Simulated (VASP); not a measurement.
An input for Quantum ESPRESSO's pw.x (written as the equivalent of a VASP run, and not itself run):

```
&CONTROL
  calculation = 'scf'
  pseudo_dir = './pseudo'
  outdir = './out'
  tprnfor = .true.
  tstress = .true.
/
&SYSTEM
  ibrav = 0
  nat = 2
  ntyp = 2
  ecutwfc = 88
  occupations = 'tetrahedra'
  input_dft = 'pbesol'
/
&ELECTRONS
  conv_thr = 7.3e-09
  electron_maxstep = 100
/
ATOMIC_SPECIES
  Na 22.990 Na.upf
  H 1.008 H.upf
CELL_PARAMETERS angstrom
     0.0000000    2.3829387    2.3829387
     2.3829387    0.0000000    2.3829387
     2.3829387    2.3829387    0.0000000
ATOMIC_POSITIONS crystal
  Na   0.0000000  0.0000000  0.0000000
  H    0.5000000  0.5000000  0.5000000
K_POINTS automatic
  11 11 11 0 0 0
```

Q: Write the VASP files for the same calculation (PBEsol).

A: Several could match; the one computed here: 
### KPOINTS
```
Regular mesh
0
Gamma
11 11 11
0 0 0
```

POSCAR:
```
NaH
1
    0.0000000000     2.3829387461     2.3829387461
    2.3829387461     0.0000000000     2.3829387461
    2.3829387461     2.3829387461     0.0000000000
Na H
1 1
Direct
  0.0000000000   0.0000000000   0.0000000000
  0.5000000000   0.5000000000   0.5000000000
```

### INCAR
```
# general
SYSTEM = NaH
PREC   = Accurate
ENCUT  = 400
LREAL  = .FALSE.
LASPH  = .TRUE.

# electronic loop
EDIFF  = 1E-7
NELM   = 100
ALGO   = Normal

# smearing
ISMEAR = -5

# functional
GGA    = PS

# ions
ISIF   = 2

# output
LWAVE  = .FALSE.
LCHARG = .TRUE.
LORBIT = 11
NEDOS  = 601
```

POTCAR, in this order: Na_pv H (PBE.64 set). Program: vasp_std.

The two are equivalent in intent, not identical: the potentials are each code's own (VASP's PAW set, PseudoDojo norm-conserving files in pw.x), so ENCUT and ecutwfc are chosen apart and not converted; conv_thr bounds pw.x's estimated SCF error, while EDIFF bounds the energy change between steps.

The compound is NaH in the rock salt structure. It was relaxed first, which changed the volume by -7 %.
